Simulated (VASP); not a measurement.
Calculation: PBEsol GGA, VASP's PBE PAW potentials (set 64) (plane waves; VASP).

The input files of a VASP run:

**KPOINTS**
```
Automatic mesh
0
gamma
  8 8 8
```

INCAR:
```
! general
SYSTEM  = Nb2Sc2N4
PREC    = Accurate
ENCUT   = 520   ! plane-wave cut-off (eV)
LREAL   = F   ! projection in real space or not
LASPH   = T   ! aspherical one-centre terms

! electronic loop
EDIFF   = 1E-7   ! SCF stop (eV)
NELM    = 100   ! most electronic steps
ALGO    = Normal
LMAXMIX = 4   ! l cut-off of mixed one-centre charges

! smearing
ISMEAR  = -5   ! tetrahedra, Bloechl

! functional
GGA     = PS

! ions
ISIF    = 2   ! forces and stress, cell fixed

! output
LWAVE   = F
LCHARG  = T
LORBIT  = 11
NEDOS   = 601   ! DOS grid

! other
LEFG    = T
```

POSCAR:
```
Nb2Sc2N4
1
    4.4086365403     0.0000000000     0.0000000000
    0.0000000000     4.4086365403     0.0000000000
    0.0000000000     0.0000000000     4.3814777759
Sc N Nb
2 4 2
Direct
  0.0000000000   0.0000000000   0.0000000000
  0.5000000000   0.5000000000   0.0000000000
  0.5000000000   0.5000000000   0.5000000000
  0.0000000000   0.0000000000   0.5000000000
  0.0000000000   0.5000000000   0.0000000000
  0.5000000000   0.0000000000   0.0000000000
  0.5000000000   0.0000000000   0.5000000000
  0.0000000000   0.5000000000   0.5000000000
```

POTCAR, in this order: Sc_sv N Nb_sv (PBE.64 set). Program: vasp_std.

What VASP printed:

**OUTCAR**
```
 ion  position               nearest neighbor table
   1  0.000  0.000  0.000-   4 2.19   4 2.19   6 2.20   5 2.20   5 2.20   6 2.20   7 3.11   8 3.11
                             8 3.11   8 3.11   8 3.11   7 3.11   7 3.11   7 3.11   2 3.12   2 3.12
   2  0.500  0.500  0.000-   3 2.19   3 2.19   6 2.20   5 2.20   6 2.20   5 2.20   7 3.11   8 3.11
                             8 3.11   7 3.11   7 3.11   7 3.11   8 3.11   8 3.11   1 3.12   1 3.12
   3  0.500  0.500  0.500-   2 2.19   2 2.19   8 2.20   7 2.20   7 2.20   8 2.20
   4  0.000  0.000  0.500-   1 2.19   1 2.19   8 2.20   7 2.20   8 2.20   7 2.20
   5  0.000  0.500  0.000-   8 2.19   8 2.19   1 2.20   2 2.20   1 2.20   2 2.20
   6  0.500  0.000  0.000-   7 2.19   7 2.19   1 2.20   2 2.20   2 2.20   1 2.20
   7  0.500  0.000  0.500-   6 2.19   6 2.19   3 2.20   4 2.20   3 2.20   4 2.20   2 3.11   2 3.11
                             2 3.11   1 3.11   2 3.11   1 3.11   1 3.11   1 3.11
   8  0.000  0.500  0.500-   5 2.19   5 2.19   3 2.20   4 2.20   4 2.20   3 2.20   2 3.11   2 3.11
                             1 3.11   1 3.11   1 3.11   2 3.11   1 3.11   2 3.11
  LATTYP: Found a simple tetragonal cell.
 ALAT       =     4.4086365403
 C/A-ratio  =     0.9938396454
 Subroutine PRICEL returns following result:
  LATTYP: Found a simple tetragonal cell.
 ALAT       =     3.1173767934
 C/A-ratio  =     1.4055015053
 Subroutine GETGRP returns: Found 16 space group operations
The static configuration has the point symmetry D_4h.
The dynamic configuration has the point symmetry D_4h.
 Subroutine INISYM returns: Found 16 space group operations
 Subroutine IBZKPT returns following result:
...
```

**OSZICAR**
```
       N       E                     dE             d eps       ncg     rms          rms(c)
DAV:   1     0.111945824464E+04    0.11195E+04   -0.32913E+04  6000   0.191E+03
DAV:   2     0.946239097962E+02   -0.10248E+04   -0.10098E+04  6360   0.707E+02
DAV:   3    -0.782634998243E+02   -0.17289E+03   -0.16798E+03  9992   0.264E+02
DAV:   4    -0.965608225944E+02   -0.18297E+02   -0.17977E+02 10336   0.823E+01
DAV:   5    -0.979314386000E+02   -0.13706E+01   -0.13576E+01 10984   0.216E+01    0.305E+01
DAV:   6    -0.833270055279E+02    0.14604E+02   -0.10154E+02  9136   0.574E+01    0.141E+01
DAV:   7    -0.830558971317E+02    0.27111E+00   -0.86175E+00 10432   0.182E+01    0.757E+00
DAV:   8    -0.830083612275E+02    0.47536E-01   -0.98274E-01  9560   0.609E+00    0.198E+00
DAV:   9    -0.829951535056E+02    0.13208E-01   -0.19626E-01 10760   0.268E+00    0.806E-01
DAV:  10    -0.829940286913E+02    0.11248E-02   -0.21188E-02  9168   0.104E+00    0.434E-01
DAV:  11    -0.829938685979E+02    0.16009E-03   -0.90998E-03  9608   0.623E-01    0.678E-02
DAV:  12    -0.829939185221E+02   -0.49924E-04   -0.57392E-04  9976   0.205E-01    0.407E-02
DAV:  13    -0.829939220063E+02   -0.34843E-05   -0.11929E-04 10224   0.762E-02    0.166E-02
DAV:  14    -0.829939030637E+02    0.18943E-04   -0.23217E-05  9904   0.409E-02    0.119E-02
DAV:  15    -0.829939102838E+02   -0.72201E-05   -0.91785E-06  9288   0.201E-02    0.423E-03
DAV:  16    -0.829939135005E+02   -0.32167E-05   -0.11010E-06  8616   0.816E-03    0.115E-03
DAV:  17    -0.829939120168E+02    0.14837E-05   -0.98974E-08  4792   0.372E-03    0.565E-04
DAV:  18    -0.829939115405E+02    0.47626E-06   -0.42331E-08  4792   0.256E-03    0.705E-04
DAV:  19    -0.829939113302E+02    0.21037E-06   -0.29620E-08  4784   0.227E-03    0.259E-04
DAV:  20    -0.829939112871E+02    0.43044E-07   -0.18355E-08  4800   0.170E-03
   1 F= -.82993911E+02 E0= -.82993911E+02  d E =0.000000E+00
```

OUTCAR:
```
------------------------ aborting loop because EDIFF is reached ----------------------------------------
  FORCE on cell =-STRESS in cart. coord.  units (eV):
  Direction    XX          YY          ZZ          XY          YZ          ZX
  --------------------------------------------------------------------------------------
  Total        0.0745622      0.0745622     -0.0262759      0.0000000      0.0000000      0.0000000
  in kB        1.4028137      1.4028137     -0.4943556      0.0000000      0.0000000      0.0000000
  external PRESSURE =       0.7704239 kB  Pullay stress =       0.0000000 kB
  volume of cell :       85.16
      direct lattice vectors                 reciprocal lattice vectors
     4.408636540  0.000000000  0.000000000     0.226827499  0.000000000  0.000000000
     0.000000000  4.408636540  0.000000000     0.000000000  0.226827499  0.000000000
     0.000000000  0.000000000  4.381477776     0.000000000  0.000000000  0.228233498
 POSITION                                       TOTAL-FORCE (eV/Angst)
 -----------------------------------------------------------------------------------
      0.00000      0.00000      0.00000         0.000000     -0.000000     -0.000000
      2.20432      2.20432      0.00000        -0.000000      0.000000     -0.000000
      2.20432      2.20432      2.19074         0.000000      0.000000     -0.000000
      0.00000      0.00000      2.19074         0.000000     -0.000000     -0.000000
      0.00000      2.20432      0.00000         0.000000     -0.000000     -0.000000
      2.20432      0.00000      0.00000         0.000000     -0.000000     -0.000000
      2.20432      0.00000      2.19074         0.000000     -0.000000     -0.000000
      0.00000      2.20432      2.19074         0.000000      0.000000      0.000000
 -----------------------------------------------------------------------------------
    total drift:                                0.000000      0.000000      0.000000
  FREE ENERGIE OF THE ION-ELECTRON SYSTEM (eV)
  ---------------------------------------------------
  free  energy   TOTEN  =       -82.9939112871 eV

  energy  without entropy=      -82.9939112871  energy(sigma->0) =      -82.99391129

 total charge

# of ion       s       p       d       tot
------------------------------------------
    1        2.212   6.287   1.332   9.831
    2        2.212   6.287   1.332   9.831
    3        1.236   2.487   0.000   3.723
    4        1.236   2.487   0.000   3.723
    5        1.240   2.483   0.000   3.723
    6        1.240   2.483   0.000   3.723
    7        2.159   6.063   2.369  10.592
    8        2.159   6.063   2.369  10.592
--------------------------------------------------
tot         13.694  34.642   7.402  55.738
```
(Selected blocks of OUTCAR.)

**OUTCAR**
```
 val. band max:       10.5718002348   @ k =   0.5000   0.2500   0.2500

 cond. band min:      10.4252622071   @ k =   0.1250   0.1250   0.1250


 Fermi energy:        10.5838718981

 k-point     1 :       0.0000    0.0000    0.0000
  band No.  band energies     occupation
      1     -45.5449      2.00000
      2     -45.4579      2.00000
      3     -38.4004      2.00000
      4     -38.3137      2.00000
      5     -21.9157      2.00000
      6     -21.9157      2.00000
      7     -21.7141      2.00000
      8     -21.5847      2.00000
      9     -21.4871      2.00000
     10     -21.4871      2.00000
     11     -17.4072      2.00000
     12     -17.4072      2.00000
     13     -17.2573      2.00000
     14     -17.2063      2.00000
     15     -17.0564      2.00000
     16     -17.0564      2.00000
     17      -6.1484      2.00000
     18      -5.5579      2.00000
     19      -5.0857      2.00000
     20      -4.7942      2.00000
     21       5.4355      2.00000
     22       5.4355      2.00000
     23       5.5258      2.00000
     24       6.6372      2.00000
     25       7.0538      2.00000
     26       7.0538      2.00000
     27       7.2510      2.00000
     28       7.2510      2.00000
     29       7.2650      2.00000
     30       7.4439      2.00000
     31       7.4439      2.00000
     32       7.6379      2.00000
     33       8.2517      2.00000
     34       8.3567      2.00000
     35       8.3567      2.00000
     36       9.8901      2.00000
     37       9.8901      2.00000
     38      10.8132      0.00000
     39      11.2045      0.00000
     40      11.7334      0.00000

 k-point     2 :       0.1250    0.0000    0.0000
  band No.  band energies     occupation
      1     -45.5415      2.00000
      2     -45.4612      2.00000
      3     -38.3971      2.00000
      4     -38.3170      2.00000
      5     -21.9039      2.00000
      6     -21.8997      2.00000
      7     -21.7082      2.00000
      8     -21.5886      2.00000
...
```

For a metal the tetrahedron method with Blöchl corrections gives inexact stress and forces.

The structure was generated: Nb2Sc2N4 was put into an ordered model structure (P4/mmm), which need not be its known phase. It was relaxed first.
